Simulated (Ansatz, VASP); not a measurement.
# Cross-check of Re (Rhenium) between VASP and Ansatz

One calculation is typed for both programs; each brings its own data sets and cutoff. How far apart do they land? The cell is taken from a series of VASP runs on this material, whose earlier steps may have relaxed, scaled or displaced it; both programs get it as it stands.

Method: plane waves, with VASP 6.6.1 beside it; relaxation of cell and atoms at PBEsol, in Ansatz 0.2.0.

## Step 1: Set-up

It takes space group P6_3/mmc (No. 194, hexagonal). Conventional cell: a = 2.750 Å, b = 2.750 Å, c = 4.443 Å, α = 90.00°, β = 90.00°, γ = 120.00°. Nearest to Re lie 12 Re at 2.73 to 2.75 Å.

## Step 2: Ansatz: relaxation of cell and atoms, PBEsol

Ansatz runs on its default PAW (the set named soft_2) files.

The relaxed volume is the usual yardstick between codes: its relative difference is about their pressure difference at one cell divided by the bulk modulus.

Contents of input.yaml:

```yaml
crystal:
  lattice:
    - [2.7503563991, 0.0, 0.0]
    - [-1.3751781995, 2.3818785111, 0.0]
    - [0.0, 0.0, 4.4434557849]
  atoms:
    - { symbol: Re, position: [0.3333333333, 0.6666666667, 0.25] }
    - { symbol: Re, position: [0.6666666667, 0.3333333333, 0.75] }
hamiltonian:
  xc: pbesol
  pseudopotentials: { kind: paw }
kpoints:
  mp_grid: { grid: [11, 11, 6] }
scf:
  occupations: { method: methfessel_paxton, width: 0.2 }
relax:
  f_tol: 0.01
  max_steps: 60
  cell: { stress_tol: 0.05 }
output:
  forces: true
  stress: true
```

Started as:

```console
$ ansatz run input.yaml --threads 4 --pin off --max-ram 9216MiB --backend cpu --events-out ev --progress --plain --runs-dir out
```

Numbers of over 12 decimals in the logs are rounded to 6 here.

The program printed:

```text
Engine: ansatz 0.2.0, aarch64-unknown-linux-gnu
Pseudopotentials: kind: paw
Pseudopotential: Re, paw, valence charge 15, recommended cutoff 420 eV (normal), Re.paw.azcp
Functional definition: PBEsol
  exchange = pbesol_x
  correlation = pbesol_c
Crystal: 2 atoms, lattice volume = 29.109 Å³
Basis set: ecut = 420 eV, 573 PW (Γ), exchange–correlation on 40×40×60 points (8 copies of the dense FFT grid, shifted against one another)
Bands: 19, of which v1, the nominal top of the filled ones, is band 15 counted from 1 (14 counted from 0)
Symmetry: 24 space group operations
Space group: P63/mmc (ITA 194), of the structure as read, at distance tolerance 3.1e-5 Å
k-points: 64 of 726
Non-local potential: Re, projectors of the file, l = 0: 3, l = 1: 2, l = 2: 2, l = 3: 1
PAW form: soft (Blöchl's): semilocal exchange-correlation on the pseudo side does not see the compensation charge
PAW frozen core: Re, regenerated for the run's functional, and the local potential with it (the file was generated under x = pbe(κ = 0.804, μ = 0.219515), c = pbe(β = 0.066725))
PAW one-centre angular grid: Re, 590 points (default); XC on 64 Gauss nodes
Initial density: superposition of atomic densities (neutral atoms: chi_scale 0, normalization atom), corrected by the library's trained network
Initial wavefunctions: pseudopotential atomic-orbital guess
Functional: x = pbesol(κ = 0.804, μ = 0.123457), c = pbesol(β = 0.046)
SCF iter   1: F=—  HF=-21474.489630 eV  |F-HF|=—  |Δ(HF+E_count)|=         —  Δρ=8.18e-3  dr2=6.06e-3  ethr=1.77e-3  ⟨swp⟩=5.0  Hψ=5396  notcnv=0
preconditioner: auto → none  [metal: Δε(μ)=0.074 eV  Ē_g=6.206 eV  σ=0.200 eV  W_gap=0.30  n_scr=8 (ndim 8)  ℏωp=25.8 eV  f_vac=0.000  D(μ)=1.70/eV (n_scr^D=22)  sad-step TF]
SCF iter   2: F=—  HF=-21474.490914 eV  |F-HF|=—  |Δ(HF+E_count)|=   1.28e-3  S|Δr|=    0.00e0  Δρ=4.82e-3  dr2=2.25e-3  ethr=2.02e-5  ⟨swp⟩=1.3  Hψ=1811  notcnv=0
SCF iter   3: F=—  HF=-21474.491373 eV  |F-HF|=—  |Δ(HF+E_count)|=   4.58e-4  S|Δr|=    0.00e0  Δρ=2.83e-4  dr2=1.07e-5  ethr=7.50e-6  ⟨swp⟩=1.7  Hψ=1449  notcnv=0
SCF iter   4: F=—  HF=-21474.491325 eV  |F-HF|=—  |Δ(HF+E_count)|=   4.71e-5  S|Δr|=    0.00e0  Δρ=8.49e-5  dr2=6.85e-7  ethr=3.56e-8  ⟨swp⟩=2.0  Hψ=2129  notcnv=0
SCF iter   5: F=-21474.491326 eV  HF=-21474.491326 eV  |F-HF|=6.64e-9  |Δ(HF+E_count)|=   1.00e-7  S|Δr|=    0.00e0  Δρ=2.69e-5  dr2=6.45e-8  ethr=3.33e-10  ⟨swp⟩=4.1  Hψ=3903  notcnv=0
SCF 1 converged in 5 iterations: F = -21474.491326 eV  dr2 = 6.45e-8
  greatest PAW one-centre occupation: 0.999 electrons in one spin orbital (limit 2), on the Re atom at site 1 (counted from 0), in its partial waves of l = 0
relax step   1: F+E_penalty+E_count = -21474.49132553 eV  Δ(F+E_penalty+E_count) = +0.000e0 eV  max|allowed force component| = 3.701e-17 eV/Å  Δτ_max = 0.0000 Å  P = -0.093 GPa  Ω = 29.109 Å³  (5 SCF iters, dr2 threshold 1.00e-7 eV, accepted)
[...]
relax step   2: F+E_penalty+E_count = -21474.49133738 eV  Δ(F+E_penalty+E_count) = -1.184e-5 eV  max|allowed force component| = 3.932e-17 eV/Å  Δτ_max = 0.0000 Å  P = +0.241 GPa  Ω = 29.084 Å³  energy of the carried Pulay correction = +2.378e-5 eV  (3 SCF iters, dr2 threshold 8.10e-8 eV, rejected (line search))
[...]
relax step   3: F+E_penalty+E_count = -21474.49134399 eV  Δ(F+E_penalty+E_count) = -1.846e-5 eV  max|allowed force component| = 3.701e-17 eV/Å  Δτ_max = 0.0000 Å  P = -0.001 GPa  Ω = 29.102 Å³  energy of the carried Pulay correction = +6.543e-6 eV  (5 SCF iters, accepted)
[...]
relax step   4: F+E_penalty+E_count = -21474.49134163 eV  Δ(F+E_penalty+E_count) = +2.365e-6 eV  max|allowed force component| = 2.776e-17 eV/Å  Δτ_max = 0.0000 Å  P = -0.001 GPa  Ω = 29.102 Å³  stress off target by 1.05e-3 GPa  SCF on the basis re-selected at this cell (its energy is not comparable with the rows above)  (3 SCF iters)
basis re-selected at this cell: Δ(F+E_penalty+E_count) = +2.365e-6 eV, ΔP = -0.000 GPa vs the last step (what re-selecting the basis moved, of the pressure what is left beyond the Pulay correction that the steps carried, after the strain that the cell walked since its last selection, with what the two solves' SCF thresholds leave and, on support functions, any second-order correction that the steps lacked; it is no m [...]
SCF converged after 3 iterations
Stability not checked: this state was not tested for a lower state beside it, because cold or Methfessel-Paxton smearing, or corrected tetrahedra, fill the levels in a way that the test cannot read (fill_not_monotonic; see scf.lower_state_search)
Free energy (F): -21474.491342 eV
Harris-Foulkes:  -21474.491342 eV  (|F-HF|=3.64e-12)
Internal energy: -21474.490933 eV  (E = F + TS)
E sigma→0 (E₀):  -21474.491239 eV
Entropy (-TS):   -0.000409 eV (-0.204 meV/atom)
Fermi energy:    24.127646 eV
--- Per-component energies (eV) ---
  E_band       = -139.054305
  E_kinetic    = 1084.301943
  E_local      = -1501.070238  (includes V_loc(G=0)·N_el)
  E_nonlocal   = 101.525432
  E_hartree    = 538.224119
  E_xc         = -803.254729
  E_vxc        = -609.062579  (∫ρ·V_xc dr)
  E_paw        = -17061.882709  (= ΣΔE_a)
  E_vpaw       = -291.196939  (= ΣTr[D̂ρ^β])
  E_aug_tail   = -0.000150  (compensation charges beyond the density's cutoff)
  E_ewald      = -3832.801124
  E_core_change = 0.466523  (= ΣΔE_core)
  E_smearing   = -0.000409  (= −TS)
  E_closure    = 0.000000  (closes the sum)
  Σ components = -21474.491342   (vs F -21474.491342, Δ=0.00e0)
--- Forces (eV/Å), atoms counted from 1 ---
  atom   1  Re     0.00000000    -0.00000000    -0.00000000
  atom   2  Re    -0.00000000     0.00000000     0.00000000
  max |Σ_I F_I| component: 0.00e0 eV/Å
--- Stress (GPa, compression-positive) ---
       -0.001049       0.000000       0.000000
        0.000000      -0.001049       0.000000
        0.000000       0.000000      -0.000824
  P = ⅓ Tr σ = -0.0010 GPa (-0.010 kbar)
--- Relaxed structure (3 steps of the walk, 2 accepted, 1 SCFs on fresh bases) ---
  F+E_penalty+E_count = -21474.49134163 eV   max|allowed force component| = 2.776e-17 eV/Å   (the final SCF, on the basis selected at the relaxed cell)
  cell:  # Å, volume = 29.1023 Å³
    - [2.749569, -2.8859195109950978e-11, 0.0]
    - [-1.374785, 2.381197, 0.0]
    - [0.0, 0.0, 4.444951]
  atoms:
    - { symbol: Re, position: [0.333333, 0.666667, 0.25] }
    - { symbol: Re, position: [0.666667, 0.333333, 0.750000] }
```

It took 1.3 s on 4 threads of Arm Neoverse V2, shared host; peak memory 0.32 GiB.

## Step 3: VASP: relaxation of cell and atoms, PBEsol

The same cell, functional, mesh and smearing now go to VASP, with its own data sets and cutoff.

Lines of VASP's logs that name or quote its potential files are left out, and so is its time.

Contents of INCAR:

```
SYSTEM = Re
PREC = Accurate
ENCUT = 400
EDIFF = 1E-06
NELM = 100
ISMEAR = 1
SIGMA = 0.2
LREAL = .FALSE.
ALGO = Normal
GGA = PS
NBANDS = 13
LASPH = .TRUE.
LORBIT = 11
LWAVE = .FALSE.
LCHARG = .FALSE.
KPAR = 2
IBRION = 2
NSW = 60
ISIF = 3
EDIFFG = -0.01
```

Contents of POSCAR:

```
Re
1.0
    2.7503563991      0.0000000000      0.0000000000
   -1.3751781995      2.3818785111      0.0000000000
    0.0000000000      0.0000000000      4.4434557849
Re
2
Direct
    0.3333333333      0.6666666667      0.2500000000
    0.6666666667      0.3333333333      0.7500000000
```

Contents of KPOINTS:

```
Automatic mesh
0
Gamma
11 11 6
0 0 0
```

Potentials, in the order of the species: Re (PBE family, release 64).

Started as:

```console
$ mpirun -np 2 vasp_std
```

The program printed:

```text
[banner, memory and clock lines left out]
running    2 mpi-ranks, on    1 nodes
 distrk:  each k-point on    1 cores,    2 groups
 distr:  one band on    1 cores,    1 groups

 POSCAR found type information on POSCAR Re
 POSCAR found :  1 types and       2 ions
|                                                                             |
|               ----> ADVICE to this user running VASP <----                  |
|                                                                             |
|     You enforced a specific xc type in the INCAR file but a different       |
|     [... a line on the potential file left out ...]
|     I HOPE YOU KNOW WHAT YOU ARE DOING!                                     |
|                                                                             |

 LDA part: xc-table for (Slater+PW92), standard interpolation
 POSCAR, INCAR and KPOINTS ok, starting setup
 FFT: planning ... GRIDC
 FFT: planning ... GRID_SOFT
 FFT: planning ... GRID
 WAVECAR not read
 entering main loop
       N       E                     dE             d eps       ncg     rms          rms(c)
DAV:   1     0.122230795260E+02    0.12223E+02   -0.60108E+03  3328   0.119E+03
DAV:   2    -0.271294060940E+02   -0.39352E+02   -0.34804E+02  2751   0.259E+02
DAV:   3    -0.282324910709E+02   -0.11031E+01   -0.10359E+01  2861   0.483E+01
DAV:   4    -0.282451759552E+02   -0.12685E-01   -0.12611E-01  2656   0.343E+00
DAV:   5    -0.282453957155E+02   -0.21976E-03   -0.21972E-03  2795   0.697E-01    0.455E+01
DAV:   6    -0.271204042238E+02    0.11250E+01   -0.94655E-01  2873   0.266E+01    0.188E+01
DAV:   7    -0.267438243304E+02    0.37658E+00   -0.65657E-01  2932   0.216E+01    0.549E-01
DAV:   8    -0.267320915860E+02    0.11733E-01   -0.73037E-03  2808   0.751E-01    0.150E-01
DAV:   9    -0.267309392542E+02    0.11523E-02   -0.59565E-04  3014   0.252E-01    0.437E-02
DAV:  10    -0.267309457288E+02   -0.64746E-05   -0.59483E-05  2775   0.972E-02    0.178E-02
DAV:  11    -0.267309463231E+02   -0.59428E-06   -0.18017E-07  1636   0.174E-02
   1 F= -.26730946E+02 E0= -.26730672E+02  d E =-.267309E+02
 curvature:   0.00 expect dE= 0.000E+00 dE for cont linesearch  0.000E+00
 trial: gam= 0.00000 g(F)=  0.176E-50 g(S)=  0.121E-04 ort = 0.000E+00 (trialstep = 0.100E+01)
 search vector abs. value=  0.121E-04
 reached required accuracy - stopping structural energy minimisation
```

Parts of OUTCAR (step 3):

```text
ion  position               nearest neighbor table
   1  0.333  0.667  0.250-   2 2.73   2 2.73   2 2.73   2 2.73   2 2.73   2 2.73
   2  0.667  0.333  0.750-   1 2.73   1 2.73   1 2.73   1 2.73   1 2.73   1 2.73

  LATTYP: Found a hexagonal cell.
 ALAT       =     2.7503563991
 C/A-ratio  =     1.6155927233

 Subroutine GETGRP returns: Found 24 space group operations
 (whereof 12 operations were pure point group operations)

The static configuration has the point symmetry D_3d.
 The point group associated with its full space group is D_6h.

 Found     64 irreducible k-points:

   k-points           NKPTS =     64   k-points in BZ     NKDIM =     64   number of bands    NBANDS=     13

   dimension x,y,z NGX =    18 NGY =   18 NGZ =   30
   dimension x,y,z NGXF=    36 NGYF=   36 NGZF=   60

   ENCUT  =  400.0 eV  29.40 Ry    5.42 a.u.   4.49  4.49  7.25*2*pi/ulx,y,z

   NELECT =      14.0000    total number of electrons

 k-points in reciprocal lattice and weights: Automatic mesh
   0.00000000  0.00000000  0.00000000       0.001
   0.09090909  0.00000000  0.00000000       0.008
   0.18181818  0.00000000  0.00000000       0.008
   0.27272727  0.00000000  0.00000000       0.008
   0.36363636 -0.00000000  0.00000000       0.008
   0.45454545 -0.00000000  0.00000000       0.008
   0.09090909  0.09090909  0.00000000       0.008
   0.18181818  0.09090909  0.00000000       0.017
   0.27272727  0.09090909  0.00000000       0.017
[...]
0.27272727  0.27272727  0.50000000       0.008
   0.36363636  0.27272727  0.50000000       0.008

 average (electrostatic) potential at core
       1 -38.8171       2 -38.8171

 E-fermi :   7.8576

 k-point     1 :       0.0000    0.0000    0.0000
  band No.  band energies     occupation
    ...
      3       6.2344      2.00000
      4       6.2379      2.00000
      5       6.2379      2.00000
      6       7.0911      2.00000
      7       7.0911      2.00000
      8       8.0419     -0.02995
      9       8.0419     -0.02995
     10       8.4831     -0.00009
     11      11.2720     -0.00000
     12      11.2720     -0.00000
    ...

 k-point     2 :       0.0909    0.0000    0.0000
  band No.  band energies     occupation
    ...
      5       6.7349      2.00000
      6       6.9004      2.00000
      7       7.2191      2.00006
      8       7.3885      2.00450
      9       7.7850      1.57163
     10       7.9910      0.10433
     11      11.4446     -0.00000
     12      12.6061      0.00000
     13      17.9677      0.00000

 k-point     3 :       0.1818    0.0000    0.0000
  band No.  band energies     occupation
    ...
      5       6.2790      2.00000
      6       7.2153      2.00005
      7       7.4668      2.01852
      8       7.5592      2.05602
      9       7.5948      2.06876
     10       8.2449     -0.01950
     11      11.7815     -0.00000
     12      14.8385      0.00000
     13      17.7556      0.00000

  Total       -0.0156689     -0.0156689      0.0030621     -0.0000000      0.0000000     -0.0000000
  in kB       -0.8624204     -0.8624204      0.1685386     -0.0000000      0.0000000     -0.0000000
  external PRESSURE =      -0.5187674 kB  Pullay stress =       0.0000000 kB

  energy-cutoff  :      400.00
  volume of cell :       29.11
      direct lattice vectors                 reciprocal lattice vectors
     2.750356399  0.000000000  0.000000000     0.363589243  0.209918347  0.000000000
    -1.375178200  2.381878511  0.000000000     0.000000000  0.419836694  0.000000000
     0.000000000  0.000000000  4.443455785     0.000000000  0.000000000  0.225050062

 POSITION                                       TOTAL-FORCE (eV/Angst)
 -----------------------------------------------------------------------------------
     -0.00000      1.58792      1.11086        -0.000000     -0.000000      0.000000
      1.37518      0.79396      3.33259         0.000000      0.000000      0.000000
 -----------------------------------------------------------------------------------
    total drift:                               -0.000000      0.000000     -0.000000

  FREE ENERGIE OF THE ION-ELECTRON SYSTEM (eV)
  ---------------------------------------------------
  free  energy   TOTEN  =       -26.7309463231 eV

  energy  without entropy=      -26.7301228919  energy(sigma->0) =      -26.73067185

 reached required accuracy - stopping structural energy minimisation

 total charge
# of ion       s       p       d       tot
------------------------------------------
    1        0.632   0.686   4.885   6.203
    2        0.632   0.686   4.885   6.203
--------------------------------------------------
tot          1.263   1.373   9.770  12.406

[... 3 further parts left out ...]
```

The data set Re keeps the semicore shell frozen, which is cheaper and a little less accurate.

## Step 4: Differences

Known differences besides the potentials themselves: both relaxations stop at a tolerance, which leaves soft axes loose, and VASP keeps its plane-wave basis; the data sets hold 30 valence electrons in Ansatz (default PAW (the set named soft_2) files) and 14 in VASP; the cutoff is 420 eV in Ansatz and 400 eV in VASP; Ansatz makes its cores anew for this functional, VASP keeps those of its PBE data sets; Ansatz adds a Pulay correction to the stress that steers its cell, VASP none. Total energies have different zeros and are not compared.

The two programs side by side:

| quantity | Ansatz | VASP | difference |
| --- | --- | --- | --- |
| volume (Å³) | 29.10 | 29.11 | -0.02 % |
| edge a after relaxation, in the typed setting (Å) | 2.750 | 2.750 | -0.03 % |
| edge c after relaxation, in the typed setting (Å) | 4.445 | 4.444 | +0.03 % |

The walks stopped with 0.00 GPa left in Ansatz and -0.05 GPa in VASP; each walk ends within a tolerance, so the volume difference is uncertain by about these residues over the bulk modulus, most in soft cells.

## Step 5: Outcome

| Item | Value |
| --- | --- |
| difference in edge c after relaxation, in the typed setting (relaxation of cell and atoms, PBEsol) | 0.034 % |

In words: The difference in edge c after relaxation, in the typed setting is 0.034 % (relaxation of cell and atoms, PBEsol), within the 1.2 % picked in this series as the mark of a large difference, as far as the stopping tolerances let one tell. Such differences can come from data sets, numerical settings and the points named under the comparisons, not from the functional's error against experiment.

[Lines on the potential files, build, host, timing and source positions are cut from VASP's logs without a mark.]

[Logs are printed without paths, hosts, clocks, repeated set-up lines and the standing remarks that a program may print on its own settings, such as how far it seeks lower states.]

[Hosts, paths, dates, database ids (printed as entryN), source tags and the programs' standing remarks are cut or masked in the printed files.]
